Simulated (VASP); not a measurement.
Energy against volume of CsPbCl3 (cubic perovskite). Level of theory: MS2 meta-GGA, VASP's PBE PAW potentials (set 64) (plane waves; VASP).

| V (Å³/atom) | E (eV/atom) |
|---|---|
| 34.275 | -1.44156 |
| 35.369 | -1.45074 |
| 36.463 | -1.45383 |
| 37.557 | -1.45175 |
| 38.650 | -1.44534 |

Question: Fit a third-order Birch-Murnaghan equation of state.

Answer: 
```json
{
  "volume_per_atom": "36.54 Å³/atom",
  "bulk_modulus": "248 kbar",
  "pressure_derivative_of_the_bulk_modulus": "4.64",
  "lattice_constant_a": "5.674 Å"
}
```

The compound is CsPbCl3 in the cubic perovskite structure, the ideal cubic form; the compound distorts at low or room temperature. It was relaxed first.
